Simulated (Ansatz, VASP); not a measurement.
# Cross-check of SnSe2 between VASP and Ansatz

Aim: how closely do two programs agree when they are given the same cell, functional and k mesh? The cell is taken from a series of runs on this material, whose earlier steps may have relaxed, scaled, displaced or heated it; both programs get it as it stands.

Calculated with Ansatz 0.2.0; plane waves, with VASP 6.6.1 beside it; zone-centre phonons at PBEsol.

### 1. The starting structure

The structure is trigonal, space group P-3m1 (No. 164). The conventional cell has a = 3.811 Å, b = 3.811 Å, c = 6.136 Å, α = 90.00°, β = 90.00°, γ = 120.00°. Nearest to Sn lie 6 Se at 2.71 Å. Nearest to Se lie 3 Sn at 2.71 Å. Farther neighbours and most contacts between anions are not listed.

### 2. Ansatz: zone-centre phonons, PBEsol

Ansatz runs on its default PAW (the set named soft_2) files.

Second derivatives magnify differences that forces hide, and they need a tight electronic threshold.

The input, input.yaml:

```yaml
crystal:
  lattice:
    - [3.811, 0.0, 0.0]
    - [-1.9055, 3.3004228138, 0.0]
    - [0.0, 0.0, 6.136]
  atoms:
    - { symbol: Sn, position: [0.0, 0.0, 0.0] }
    - { symbol: Se, position: [0.3333333333, 0.6666666667, 0.2589114632] }
    - { symbol: Se, position: [0.6666666667, 0.3333333333, 0.7410885368] }
kpoints:
  mp_grid: { grid: [9, 9, 4] }
hamiltonian:
  xc: pbesol
scf:
  occupations: { method: fixed }
output:
  eigenvalues: true
phonons:
  method: dfpt
```

On the command line:

```sh
$ ansatz run input.yaml --threads 8 --pin off --max-ram 14336MiB --backend cpu --events-out ev --progress --plain --runs-dir out
```

Numbers of over 12 decimals in the logs are rounded to 6 here.

Log:

```text
Engine: ansatz 0.2.0, x86_64-unknown-linux-gnu
Pseudopotentials: kind: paw
Pseudopotential: Sn, paw, valence charge 14, recommended cutoff 420 eV (normal), Sn.paw.azcp
Pseudopotential: Se, paw, valence charge 16, recommended cutoff 420 eV (normal), Se.paw.azcp
Functional definition: PBEsol
  exchange = pbesol_x
  correlation = pbesol_c
Crystal: 3 atoms, lattice volume = 77.178 Å³
Basis set: ecut = 420 eV, 1485 PW (Γ), exchange–correlation on 54×54×90 points (8 copies of the dense FFT grid, shifted against one another)
Bands: 28, of which v1, the nominal top of the filled ones, is band 23 counted from 1 (22 counted from 0)
Symmetry: 12 space group operations
k-points: 95 of 324 (irreducible under 2 space group operations, time reversal used)
Non-local potential: Sn, projectors of the file, l = 0: 2, l = 1: 2, l = 2: 2, l = 3: 2
Non-local potential: Se, projectors of the file, l = 0: 2, l = 1: 2, l = 2: 3, l = 3: 1
PAW form: soft (Blöchl's): semilocal exchange-correlation on the pseudo side does not see the compensation charge
PAW frozen core: Sn, regenerated for the run's functional, and the local potential with it (the file was generated under x = pbe(κ = 0.804, μ = 0.219515), c = pbe(β = 0.066725))
PAW frozen core: Se, regenerated for the run's functional, and the local potential with it (the file was generated under x = pbe(κ = 0.804, μ = 0.219515), c = pbe(β = 0.066725))
PAW one-centre angular grid: Sn, 590 points (default); XC on 64 Gauss nodes
PAW one-centre angular grid: Se, 590 points (default); XC on 64 Gauss nodes
Initial density: superposition of atomic densities (neutral atoms: chi_scale 0, normalization atom), corrected by the library's trained network
Initial wavefunctions: pseudopotential atomic-orbital guess
Functional: x = pbesol(κ = 0.804, μ = 0.123457), c = pbesol(β = 0.046)
SCF iter   1: F=—  HF=-16799.222955 eV  |F-HF|=—  |Δ(HF+E_count)|=         —  Δρ=2.19e-3  dr2=3.60e-3  ethr=1.77e-3  ⟨swp⟩=5.0  Hψ=9676  notcnv=0  defer=275
preconditioner: auto → Resta (q_TF=auto, 2.503 Å⁻¹)  ε∞=2.8  [insulator: Δε(μ)=0.596 eV  Ē_g=15.973 eV  n_scr=22 (ndim 8)  ℏωp=21.6 eV  f_vac=0.057  ε∞_Penn≈2.8]
SCF iter   2: F=—  HF=-16799.220046 eV  |F-HF|=—  |Δ(HF+E_count)|=   2.91e-3  Δρ=1.06e-3  dr2=7.69e-4  ethr=7.83e-6  ⟨swp⟩=3.0  Hψ=5803  notcnv=0  defer=282
SCF iter   3: F=—  HF=-16799.220012 eV  |F-HF|=—  |Δ(HF+E_count)|=   3.42e-5  Δρ=3.28e-4  dr2=6.70e-5  ethr=1.67e-6  ⟨swp⟩=2.0  Hψ=3993  notcnv=0  defer=282
SCF iter   4: F=—  HF=-16799.220028 eV  |F-HF|=—  |Δ(HF+E_count)|=   1.63e-5  Δρ=1.14e-4  dr2=1.08e-5  ethr=1.46e-7  ⟨swp⟩=2.0  Hψ=3740  notcnv=0  defer=149
SCF iter   5: F=—  HF=-16799.220033 eV  |F-HF|=—  |Δ(HF+E_count)|=   5.47e-6  Δρ=2.28e-5  dr2=6.52e-7  ethr=2.35e-8  ⟨swp⟩=2.0  Hψ=3146  notcnv=0  defer=99
SCF iter   6: F=—  HF=-16799.220034 eV  |F-HF|=—  |Δ(HF+E_count)|=   4.70e-7  Δρ=9.04e-6  dr2=6.60e-8  ethr=1.42e-9  ⟨swp⟩=2.0  Hψ=3296  notcnv=0  defer=95
SCF iter   7: F=—  HF=-16799.220034 eV  |F-HF|=—  |Δ(HF+E_count)|=   1.23e-7  Δρ=1.87e-6  dr2=3.22e-9  ethr=1.44e-10  ⟨swp⟩=2.0  Hψ=3321  notcnv=0  defer=95
SCF iter   8: F=—  HF=-16799.220034 eV  |F-HF|=—  |Δ(HF+E_count)|=   8.10e-9  Δρ=3.49e-7  dr2=1.44e-10  ethr=7.01e-12  ⟨swp⟩=2.0  Hψ=3321  notcnv=0  defer=95
SCF iter   9: F=-16799.220034 eV  HF=-16799.220034 eV  |F-HF|=7.28e-12  |Δ(HF+E_count)|=  3.13e-10  Δρ=5.84e-8  dr2=3.93e-12  ethr=1.00e-12  ⟨swp⟩=11.8  Hψ=15212  notcnv=0
SCF 1 converged in 9 iterations: F = -16799.220034 eV  dr2 = 3.93e-12
  greatest PAW one-centre occupation: 1.000 electrons in one spin orbital (limit 2), on the Se atom at site 2 (counted from 0), in its partial waves of l = 2
DFPT response loops at Γ: preconditioner auto → Resta (q_TF=auto, 2.503 Å⁻¹)  ε∞=10.0 (no band partly filled); β = 1.00, the filter's whole step (`scf.mixing.beta` (0.50) is not read by the response loops at its default; to damp them type it under 1.00, their step now; it binds the ground state too); Broyden in place of MSR1
SCF converged after 9 iterations
Free energy (F): -16799.220034 eV
Harris-Foulkes:  -16799.220034 eV  (|F-HF|=7.28e-12)
Internal energy: -16799.220034 eV  (E = F + TS)
E sigma→0 (E₀):  -16799.220034 eV
Fermi energy:    8.040792 eV
--- Per-component energies (eV) ---
  E_band       = -862.786052
  E_kinetic    = 424.972261
  E_local      = -5972.306135  (includes V_loc(G=0)·N_el)
  E_nonlocal   = -1214.409639
  E_hartree    = 3058.561965
  E_xc         = -584.629722
  E_vxc        = -291.819337  (∫ρ·V_xc dr)
  E_paw        = -7805.397918  (= ΣΔE_a)
  E_vpaw       = 73.654072  (= ΣTr[D̂ρ^β])
  E_aug_tail   = -0.001224  (compensation charges beyond the density's cutoff)
  E_ewald      = -4708.311361
  E_core_change = 2.301741  (= ΣΔE_core)
  E_smearing   = -0.000000  (= −TS)
  E_closure    = 0.000000  (closes the sum)
  Σ components = -16799.220034   (vs F -16799.220034, Δ=0.00e0)
--- Band table (eV; the first three rows and the last of 95) ---
  k-point 0: bands = [... 19 lower, 7.4699, 7.7030, 7.7030, 7.9188, 8.9253, 11.0280, 12.6482, 12.6482, ... 1 higher]
  k-point 1: bands = [... 19 lower, 7.3920, 7.3920, 7.8179, 7.8179, 9.9071, 11.0163, 12.4878, 12.4878, ... 1 higher]
  k-point 2: bands = [... 19 lower, 7.3436, 7.3436, 7.9048, 7.9048, 10.5318, 10.9139, 12.3369, 12.3369, ... 1 higher]
  k-point 94: bands = [... 19 lower, 4.6404, 5.4433, 7.2133, 7.3363, 10.0994, 12.3765, 13.2878, 13.7818, ... 1 higher]
--- Phonons (Γ-DFPT): 4 representative perturbations + reference, on 95 of 324 k-points (Σ response iterations 12) ---
  k mesh reduced under 2 symmetry operations, with k and −k counted as one. Each operation leaves every solved perturbation unchanged. A smaller set is not used because it would not reduce the number of displacements times k-points to solve
  ASR residual: 6.911e-5 → 0.000e0 eV/Å²; symmetrization residual: 1.563e-5 eV/Å²
  ASR residual per site (eV/Å²): 6.91e-5 4.79e-5 4.79e-5
  Γ frequencies (cm⁻¹): 0.00 0.00 0.00 119.53 119.53 144.66 144.66 180.29 244.67
  non-analytic LO–TO correction: not included (Born effective charges unavailable; polar crystals: no LO–TO splitting at Γ)
```

The column dr2 measures how far the density is from self-consistency, as an energy; F and HF (Harris–Foulkes) agree once it is small.

### 3. VASP: zone-centre phonons, PBEsol

The same cell, functional and mesh now go to VASP, with its own data sets.

Lines of VASP's logs that name or quote its potential files are left out, and so is its time.

The input, INCAR:

```
SYSTEM = SnSe2
PREC = Accurate
ENCUT = 500
EDIFF = 1E-08
NELM = 120
ISMEAR = 0
SIGMA = 0.01
LREAL = .FALSE.
ALGO = Normal
GGA = PS
NBANDS = 19
LORBIT = 11
LWAVE = .FALSE.
LCHARG = .FALSE.
ISIF = 2
IBRION = 8
LASPH = .TRUE.
GGA_COMPAT = .FALSE.
EFERMI = MIDGAP
KPAR = 2
```

The input, POSCAR:

```
SnSe2
1.0
    3.8110000000      0.0000000000      0.0000000000
   -1.9055000000      3.3004228138      0.0000000000
    0.0000000000      0.0000000000      6.1360000000
Sn Se
1 2
Direct
    0.0000000000      0.0000000000      0.0000000000
    0.3333333333      0.6666666667      0.2589114632
    0.6666666667      0.3333333333      0.7410885368
```

The input, KPOINTS:

```
Automatic mesh
0
Gamma
9 9 4
0 0 0
```

The projector-augmented-wave data sets are Sn_d and Se (PBE family, release 64).

On the command line:

```sh
$ mpirun -np 2 vasp_std
```

Log:

```text
[banner, memory and clock lines left out]
running    2 mpi-ranks, on    1 nodes
 distrk:  each k-point on    1 cores,    2 groups
 distr:  one band on    1 cores,    1 groups

 POSCAR found type information on POSCAR SnSe
 POSCAR found :  2 types and       3 ions
|                                                                             |
|               ----> ADVICE to this user running VASP <----                  |
|                                                                             |
|     You enforced a specific xc type in the INCAR file but a different       |
|     [... a line on the potential file left out ...]
|     I HOPE YOU KNOW WHAT YOU ARE DOING!                                     |
|                                                                             |

 LDA part: xc-table for (Slater+PW92), standard interpolation
 POSCAR, INCAR and KPOINTS ok, starting setup
 FFT: planning ... GRIDC
 FFT: planning ... GRID_SOFT
 FFT: planning ... GRID
 WAVECAR not read
 entering main loop
       N       E                     dE             d eps       ncg     rms          rms(c)
DAV:   1     0.197408672906E+03    0.19741E+03   -0.11901E+04  1640   0.150E+03
DAV:   2     0.984136266545E+01   -0.18757E+03   -0.18153E+03  1699   0.371E+02
DAV:   3    -0.124619494831E+02   -0.22303E+02   -0.21687E+02  2060   0.116E+02
DAV:   4    -0.132278552671E+02   -0.76591E+00   -0.76414E+00  1926   0.220E+01
DAV:   5    -0.132452589261E+02   -0.17404E-01   -0.17402E-01  2284   0.358E+00    0.495E+00
DAV:   6    -0.130102337947E+02    0.23503E+00   -0.47381E-01  2387   0.787E+00    0.314E+00
DAV:   7    -0.129845147422E+02    0.25719E-01   -0.14050E-01  1931   0.265E+00    0.900E-01
DAV:   8    -0.129826175788E+02    0.18972E-02   -0.10755E-02  2050   0.100E+00    0.257E-01
DAV:   9    -0.129826437304E+02   -0.26152E-04   -0.11448E-03  1788   0.253E-01    0.748E-02
DAV:  10    -0.129826445898E+02   -0.85939E-06   -0.94224E-05  2053   0.628E-02    0.284E-02
DAV:  11    -0.129826559128E+02   -0.11323E-04   -0.21477E-05  1712   0.264E-02    0.589E-03
DAV:  12    -0.129826560290E+02   -0.11614E-06   -0.11771E-06  2211   0.828E-03    0.468E-03
DAV:  13    -0.129826562758E+02   -0.24683E-06   -0.82656E-07  1739   0.560E-03    0.176E-03
DAV:  14    -0.129826563004E+02   -0.24585E-07   -0.38256E-08  1908   0.114E-03    0.771E-04
DAV:  15    -0.129826563006E+02   -0.18190E-09   -0.81589E-09  1409   0.653E-04
   1 F= -.12982656E+02 E0= -.12982656E+02  d E =0.000000E+00
 Linear response reoptimize wavefunctions to high precision
DAV:   1    -0.129826563152E+02   -0.14592E-07   -0.13680E-09  1400   0.230E-04
DAV:   2    -0.129826563152E+02   -0.54115E-10   -0.11739E-10   928   0.922E-05
 Linear response DOF=           4
 Linear response progress:
  Degree of freedom:   1/  4
       N       E                     dE             d eps       ncg     rms          rms(c)
RMM:   1    -0.209719368979E+00   -0.20972E+00    0.80733E-01  4332   0.132E+01
RMM:   2    -0.215045372823E+00   -0.53260E-02   -0.13458E-02  6483   0.899E-01    0.675E-02
RMM:   3    -0.214949012166E+00    0.96361E-04   -0.10577E-03  7022   0.231E-01    0.364E-02
RMM:   4    -0.214704728785E+00    0.24428E-03   -0.75396E-05  7208   0.689E-02    0.165E-02
RMM:   5    -0.214604052585E+00    0.10068E-03   -0.10683E-05  7133   0.247E-02    0.527E-03
RMM:   6    -0.214603502504E+00    0.55008E-06   -0.12121E-06  7536   0.836E-03    0.177E-03
RMM:   7    -0.214610217980E+00   -0.67155E-05   -0.14970E-07  7588   0.287E-03    0.146E-04
RMM:   8    -0.214610507939E+00   -0.28996E-06   -0.71593E-08  7642   0.108E-03    0.312E-05
RMM:   9    -0.214610606169E+00   -0.98230E-07    0.37745E-08  7810   0.460E-04    0.181E-05
RMM:  10    -0.214610475930E+00    0.13024E-06    0.44314E-08  7794   0.217E-04    0.576E-06
RMM:  11    -0.214610431477E+00    0.44452E-07    0.43131E-08  7970   0.110E-04    0.573E-06
RMM:  12    -0.214610391015E+00    0.40463E-07    0.28069E-08  7647   0.604E-05    0.323E-06
RMM:  13    -0.214610347359E+00    0.43656E-07    0.15300E-08  7558   0.365E-05    0.887E-07
RMM:  14    -0.214610338378E+00    0.89810E-08    0.54683E-09  6890   0.228E-05    0.993E-07
 first order change of Fermi-energy   0.25239E-04
 force on displaced ion       1 direction 1 :  -5.253   0.000   0.000
 Linear response progress:
  Degree of freedom:   2/  4
       N       E                     dE             d eps       ncg     rms          rms(c)
RMM:   1    -0.224490102297E+00   -0.22449E+00    0.83978E-01  2020   0.136E+01
RMM:   2    -0.228702038913E+00   -0.42119E-02   -0.14840E-02  2951   0.891E-01    0.110E-01
RMM:   3    -0.227829572094E+00    0.87247E-03   -0.12620E-03  3114   0.245E-01    0.635E-02
RMM:   4    -0.227194692200E+00    0.63488E-03   -0.23742E-04  3182   0.914E-02    0.301E-02
RMM:   5    -0.226853389064E+00    0.34130E-03   -0.14038E-04  3177   0.540E-02    0.790E-03
RMM:   6    -0.226857102195E+00   -0.37131E-05   -0.89323E-06  3297   0.175E-02    0.193E-03
RMM:   7    -0.226888308634E+00   -0.31206E-04   -0.22888E-05  3329   0.667E-03    0.118E-03
RMM:   8    -0.226890077919E+00   -0.17693E-05   -0.59607E-06  3316   0.230E-03    0.349E-04
RMM:   9    -0.226891748804E+00   -0.16709E-05   -0.26731E-06  3418   0.880E-04    0.710E-05
RMM:  10    -0.226891735727E+00    0.13078E-07   -0.11631E-06  3482   0.344E-04    0.259E-05
RMM:  11    -0.226892172341E+00   -0.43661E-06   -0.55995E-07  3383   0.149E-04    0.859E-06
RMM:  12    -0.226892239784E+00   -0.67442E-07   -0.57413E-07  3558   0.601E-05    0.409E-06
RMM:  13    -0.226892177203E+00    0.62580E-07   -0.22350E-07  3578   0.268E-05    0.202E-06
RMM:  14    -0.226892171389E+00    0.58141E-08    0.11972E-07  3290   0.168E-05    0.544E-07
RMM:  15    -0.226892190450E+00   -0.19061E-07   -0.74570E-08  2474   0.122E-05    0.207E-07
RMM:  16    -0.226892182243E+00    0.82072E-08    0.44927E-08  1697   0.106E-05    0.358E-08
 first order change of Fermi-energy   0.12964E-03
 force on displaced ion       1 direction 3 :   0.000  -0.000 -15.066
 Linear response progress:
  Degree of freedom:   3/  4
       N       E                     dE             d eps       ncg     rms          rms(c)
RMM:   1    -0.800063036037E-01   -0.80006E-01    0.64119E-02 14109   0.143E+00
RMM:   2    -0.795680293962E-01    0.43827E-03   -0.19143E-03 10502   0.269E-01    0.836E-02
RMM:   3    -0.797869048411E-01   -0.21888E-03   -0.23664E-04 11919   0.801E-02    0.433E-02
RMM:   4    -0.800651919037E-01   -0.27829E-03   -0.57758E-05 11917   0.453E-02    0.687E-03
RMM:   5    -0.800736066734E-01   -0.84148E-05   -0.29965E-06 12306   0.104E-02    0.307E-03
RMM:   6    -0.800655626377E-01    0.80440E-05   -0.52518E-08 12387   0.301E-03    0.116E-03
RMM:   7    -0.800668060141E-01   -0.12434E-05    0.28214E-07 12603   0.948E-04    0.238E-04
RMM:   8    -0.800673915407E-01   -0.58553E-06    0.52183E-07 12998   0.318E-04    0.635E-05
RMM:   9    -0.800671078975E-01    0.28364E-06    0.47158E-07 13060   0.101E-04    0.653E-06
RMM:  10    -0.800671060582E-01    0.18393E-08    0.12143E-07 13564   0.335E-05    0.364E-06
RMM:  11    -0.800671072397E-01   -0.11815E-08    0.80496E-08 12532   0.166E-05    0.131E-06
 first order change of Fermi-energy  -0.33033E-04
 force on displaced ion       2 direction 1 :  -3.398  -0.001  -0.000
 Linear response progress:
  Degree of freedom:   4/  4
       N       E                     dE             d eps       ncg     rms          rms(c)
RMM:   1    -0.996101142367E-01   -0.99610E-01    0.67949E-02  3601   0.153E+00
RMM:   2    -0.977273984389E-01    0.18827E-02   -0.22756E-03  2898   0.256E-01    0.923E-02
RMM:   3    -0.975894738249E-01    0.13792E-03   -0.27102E-04  3114   0.810E-02    0.438E-02
RMM:   4    -0.975797056797E-01    0.97681E-05   -0.16639E-05  3183   0.404E-02    0.200E-02
RMM:   5    -0.976041048752E-01   -0.24399E-04   -0.64061E-06  3122   0.220E-02    0.575E-03
RMM:   6    -0.976052921913E-01   -0.11873E-05   -0.70535E-07  3185   0.654E-03    0.154E-03
RMM:   7    -0.976061486048E-01   -0.85641E-06    0.15879E-07  3222   0.155E-03    0.528E-04
RMM:   8    -0.976062700218E-01   -0.12142E-06    0.23481E-07  3050   0.697E-04    0.144E-04
RMM:   9    -0.976062789847E-01   -0.89629E-08    0.12637E-07  3122   0.273E-04    0.546E-05
RMM:  10    -0.976061657878E-01    0.11320E-06   -0.29125E-08  3500   0.802E-05    0.170E-05
RMM:  11    -0.976061702937E-01   -0.45059E-08   -0.95089E-08  3218   0.321E-05    0.695E-06
 first order change of Fermi-energy  -0.16334E+00
 force on displaced ion       2 direction 3 :   0.000  -0.000  -8.499
 Linear response finished
```

[end of part 1 of 2]

[Lines on the potential files, build, host, timing and source positions are cut from VASP's logs without a mark.]

[Logs are printed without paths, hosts, clocks, repeated set-up lines and the standing remarks that a program may print on its own settings, such as how far it seeks lower states.]

[Hosts, paths, dates, database ids (printed as entryN), source tags and the programs' standing remarks are cut or masked in the printed files.]
